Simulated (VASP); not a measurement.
OSZICAR of a VASP run on CoSi₂ (fluorite):

**OSZICAR**
```
       N       E                     dE             d eps       ncg     rms          rms(c)
DAV:   1     0.621001642222E+02    0.62100E+02   -0.61534E+03   144   0.115E+03
DAV:   2    -0.162208887445E+02   -0.78321E+02   -0.72296E+02   148   0.242E+02
DAV:   3    -0.204856904939E+02   -0.42648E+01   -0.40191E+01   188   0.586E+01
DAV:   4    -0.205861709414E+02   -0.10048E+00   -0.10026E+00   176   0.881E+00
DAV:   5    -0.205886449005E+02   -0.24740E-02   -0.24736E-02   200   0.157E+00    0.163E+01
DAV:   6    -0.264703182467E+02   -0.58817E+01   -0.57181E+01   168   0.144E+02    0.241E+01
DAV:   7    -0.187285654411E+02    0.77418E+01   -0.22512E+01   180   0.933E+01    0.409E+00
DAV:   8    -0.186978762489E+02    0.30689E-01   -0.56874E-01   180   0.631E+00    0.240E+00
DAV:   9    -0.186516906394E+02    0.46186E-01   -0.80259E-02   180   0.420E+00    0.749E-01
DAV:  10    -0.186518825617E+02   -0.19192E-03   -0.51320E-03   192   0.956E-01    0.386E-01
DAV:  11    -0.186520839130E+02   -0.20135E-03   -0.77908E-04   192   0.380E-01    0.312E-02
DAV:  12    -0.186520921264E+02   -0.82134E-05   -0.36566E-05   184   0.640E-02    0.214E-02
DAV:  13    -0.186521004893E+02   -0.83629E-05   -0.18854E-05   168   0.445E-02    0.104E-02
DAV:  14    -0.186521006337E+02   -0.14447E-06   -0.62286E-07   128   0.908E-03
   1 F= -.18652101E+02 E0= -.18650230E+02  d E =-.561177E-02
```

Q: Which electronic solver shows in the log?

A: It is blocked Davidson (ALGO = Normal, or the opening steps of other solvers). The INCAR had ALGO = Normal.

Q: How was spin treated?

A: Without spin polarisation: there is no mag entry.

Q: Can the final energy be trusted as converged?

A: Self-consistency was reached. It stopped with EDIFF = 1E-6, NELM = 100 (PBE GGA, plane waves, VASP's PBE PAW potentials (set 64)).

The compound is CoSi2 in the fluorite structure. The cell was not relaxed at this level, atoms are displaced from their ideal sites. The k-mesh is coarse (spacing up to 1.02 per Å, 2π included), so the numbers may not be converged in it. The run is one of a series of settings (KPOINTS 2×2×2 Γ-centred mesh against the base run), some of them coarse on purpose. The run is not spin-polarised, so no magnetic state was tried. The electron count is odd and the run is not spin-polarised, which forces a metal.
